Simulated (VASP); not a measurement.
Output of a VASP run:

### OUTCAR
```
 ion  position               nearest neighbor table
   1  0.000  0.000  0.000-   2 2.42   2 2.42   2 2.48   2 2.48
   2  0.259  0.241  0.241-   1 2.42   1 2.42   1 2.48   1 2.48
  LATTYP: Found a face centered cubic cell.
 ALAT       =     5.6573047660
 Subroutine PRICEL returns:
 Original cell was already a primitive cell.
 Subroutine GETGRP returns: Found  4 space group operations
The static configuration has the point symmetry C_2v.
The dynamic configuration has the point symmetry C_2v.
 Subroutine INISYM returns: Found  4 space group operations
 Subroutine IBZKPT returns following result:
 Found     95 irreducible k-points:

 Following reciprocal coordinates:
            Coordinates               Weight
  0.000000  0.000000  0.000000      1.000000
  0.125000  0.000000  0.000000      4.000000
  0.000000  0.125000  0.000000      4.000000
  0.250000  0.000000  0.000000      4.000000
  0.000000  0.250000  0.000000      4.000000
  0.375000  0.000000  0.000000      4.000000
  0.000000  0.375000  0.000000      4.000000
  0.500000  0.000000  0.000000      2.000000
  0.000000  0.500000  0.000000      2.000000
  0.125000  0.125000  0.000000      4.000000
  0.000000  0.125000  0.125000      2.000000
  0.250000  0.125000  0.000000      8.000000
  0.000000  0.250000  0.125000      4.000000
  0.125000  0.000000  0.250000      8.000000
  0.125000 -0.125000 -0.125000      4.000000
  0.375000  0.125000  0.000000      8.000000
  0.000000  0.375000  0.125000      4.000000
  0.125000  0.000000  0.375000      8.000000
  0.250000 -0.125000 -0.125000      4.000000
  0.500000  0.125000  0.000000      8.000000
  0.000000  0.500000  0.125000      4.000000
  0.125000  0.000000  0.500000      8.000000
  0.375000 -0.125000 -0.125000      4.000000
 -0.375000  0.125000  0.000000      8.000000
  0.000000 -0.375000  0.125000      4.000000
  0.125000  0.000000 -0.375000      8.000000
  0.500000 -0.125000 -0.125000      4.000000
 -0.250000  0.125000  0.000000      8.000000
  0.000000 -0.250000  0.125000      4.000000
  0.125000  0.000000 -0.250000      8.000000
 -0.375000 -0.125000 -0.125000      4.000000
 -0.125000  0.125000  0.000000      8.000000
  0.000000 -0.125000  0.125000      2.000000
 -0.250000 -0.125000 -0.125000      2.000000
  0.250000  0.250000  0.000000      4.000000
  0.000000  0.250000  0.250000      2.000000
  0.375000  0.250000  0.000000      8.000000
  0.000000  0.375000  0.250000      4.000000
  0.250000  0.000000  0.375000      8.000000
  0.125000 -0.250000 -0.250000      4.000000
   k-points           NKPTS =     95   k-points in BZ     NKDIM =     95   number of bands    NBANDS=     13
   number of dos      NEDOS =    301   number of ions     NIONS =      2
   total plane-waves  NPLWV =  27000
   dimension x,y,z NGX =    30 NGY =   30 NGZ =   30
   dimension x,y,z NGXF=    60 NGYF=   60 NGZF=   60
   ions per type =               1   1
   PREC   = accura    normal or accurate (medium, high low for compatibility)
   ISTART =      0    job   : 0-new  1-cont  2-samecut
   ICHARG =      2    charge: 1-file 2-atom 10-const
   ISPIN  =      1    spin polarized calculation?
   LNONCOLLINEAR =      F non collinear calculations
   LSORBIT =      F    spin-orbit coupling
   INIWAV =      1    electr: 0-lowe 1-rand  2-diag
   ENCUT  =  480.0 eV  35.28 Ry    5.94 a.u.   7.15  7.15  7.15*2*pi/ulx,y,z
   NELM   =    100;   NELMIN=  2; NELMDL= -5     # of ELM steps
   EDIFF  = 0.1E-06   stopping-criterion for ELM
   LREAL  =      F    real-space projection
   NLSPLINE    = F    spline interpolate recip. space projectors
   LMAXMIX     =    4 max onsite mixed and CHGCAR
   VOSKOWN=      0    Vosko Wilk Nusair interpolation
   EDIFFG = 0.1E-05   stopping-criterion for IOM
   NSW    =      0    number of steps for IOM
   NBLOCK =      1;   KBLOCK =      1    inner block; outer block
   IBRION =     -1    ionic relax: 0-MD 1-quasi-New 2-CG
...
```

**OSZICAR**
```
       N       E                     dE             d eps       ncg     rms          rms(c)
DAV:   1     0.646411919648E+02    0.64641E+02   -0.89036E+03  2470   0.154E+03
DAV:   2    -0.220433750485E+02   -0.86685E+02   -0.82968E+02  2660   0.273E+02
DAV:   3    -0.276278328791E+02   -0.55845E+01   -0.55630E+01  2985   0.710E+01
DAV:   4    -0.276786015349E+02   -0.50769E-01   -0.50757E-01  2725   0.727E+00
DAV:   5    -0.276788457324E+02   -0.24420E-03   -0.24419E-03  2960   0.475E-01    0.530E+00
DAV:   6    -0.248629072485E+02    0.28159E+01   -0.18427E+00  2910   0.422E+01    0.501E+00
DAV:   7    -0.248218284538E+02    0.41079E-01   -0.48739E-01  2470   0.141E+01    0.223E+00
DAV:   8    -0.248608459918E+02   -0.39018E-01   -0.16231E-01  2560   0.450E+00    0.614E-01
DAV:   9    -0.248375897709E+02    0.23256E-01   -0.15814E-01  2480   0.385E+00    0.224E-01
DAV:  10    -0.248998805617E+02   -0.62291E-01   -0.52797E-02  2470   0.222E+00    0.967E-02
DAV:  11    -0.249013486647E+02   -0.14681E-02   -0.16218E-03  2915   0.501E-01    0.605E-02
DAV:  12    -0.249008153864E+02    0.53328E-03   -0.32174E-04  2525   0.263E-01    0.232E-02
DAV:  13    -0.249013393925E+02   -0.52401E-03   -0.42345E-04  2500   0.238E-01    0.980E-03
DAV:  14    -0.249013644033E+02   -0.25011E-04   -0.32567E-05  2580   0.599E-02    0.390E-03
DAV:  15    -0.249013691316E+02   -0.47283E-05   -0.44756E-06  3489   0.449E-02    0.261E-03
DAV:  16    -0.249013714685E+02   -0.23369E-05   -0.12107E-06  2550   0.152E-02    0.218E-03
DAV:  17    -0.249013716552E+02   -0.18675E-06   -0.32482E-07  2572   0.948E-03    0.650E-04
DAV:  18    -0.249013714394E+02    0.21586E-06   -0.87452E-08  1780   0.637E-03    0.261E-04
DAV:  19    -0.249013714359E+02    0.34943E-08   -0.20170E-08  1325   0.147E-03
   1 F= -.24901371E+02 E0= -.24901371E+02  d E =-.184374E-16
```

### OUTCAR
```
------------------------ aborting loop because EDIFF is reached ----------------------------------------
  FORCE on cell =-STRESS in cart. coord.  units (eV):
  Direction    XX          YY          ZZ          XY          YZ          ZX
  --------------------------------------------------------------------------------------
  Total        0.1046147      0.1234444      0.1234444      0.0000000      0.2739786      0.0000000
  in kB        3.7028354      4.3693152      4.3693152      0.0000000      9.6974713      0.0000000
  external PRESSURE =       4.1471553 kB  Pullay stress =       0.0000000 kB
  volume of cell :       45.27
      direct lattice vectors                 reciprocal lattice vectors
     0.000000000  2.828652383  2.828652383    -0.176762618  0.176762618  0.176762618
     2.828652383  0.000000000  2.828652383     0.176762618 -0.176762618  0.176762618
     2.828652383  2.828652383  0.000000000     0.176762618  0.176762618 -0.176762618
 POSITION                                       TOTAL-FORCE (eV/Angst)
 -----------------------------------------------------------------------------------
      0.00000      0.00000      0.00000        -0.279242      0.000000      0.000000
      1.36433      1.41433      1.41433         0.279242      0.000000      0.000000
 -----------------------------------------------------------------------------------
    total drift:                                0.001110      0.000035      0.000035
  FREE ENERGIE OF THE ION-ELECTRON SYSTEM (eV)
  ---------------------------------------------------
  free  energy   TOTEN  =       -24.9013714359 eV

  energy  without entropy=      -24.9013714359  energy(sigma->0) =      -24.90137144
```
(Selected blocks of OUTCAR.)

POSCAR:
```
ZnSe
1
    0.0000000000     2.8286523830     2.8286523830
    2.8286523830     0.0000000000     2.8286523830
    2.8286523830     2.8286523830    -0.0000000000
Zn Se
1 1
Direct
  0.0000000000   0.0000000000   0.0000000000
  0.2588381309   0.2411618691   0.2411618691
```

Task: Write an INCAR and KPOINTS that could have produced this output.

Result: Several could match; the one computed here: the input of the run itself, r2SCAN meta-GGA, plane waves, VASP's PBE PAW potentials (set 64).

INCAR:
```
! general
SYSTEM  = ZnSe
PREC    = Accurate
ENCUT   = 480   ! plane-wave cut-off (eV)
LREAL   = F   ! projection in real space or not
LASPH   = T

! electronic loop
EDIFF   = 1E-7
NELM    = 100
ALGO    = Normal   ! blocked Davidson
LMAXMIX = 4
LMIXTAU = T

! smearing
ISMEAR  = 0   ! Gaussian
SIGMA   = 0.05   ! width (eV)

! functional
METAGGA = R2SCAN

! ions
ISIF    = 2   ! forces and stress, cell fixed

! output
LWAVE   = F
LCHARG  = F
```

**KPOINTS**
```
Automatic mesh
0
Gamma
8 8 8
0 0 0
```

POTCAR, in this order: Zn Se (PBE.64 set). Program: vasp_std.

The compound is ZnSe in the zinc blende structure. This cell was strained or had an atom moved on purpose.
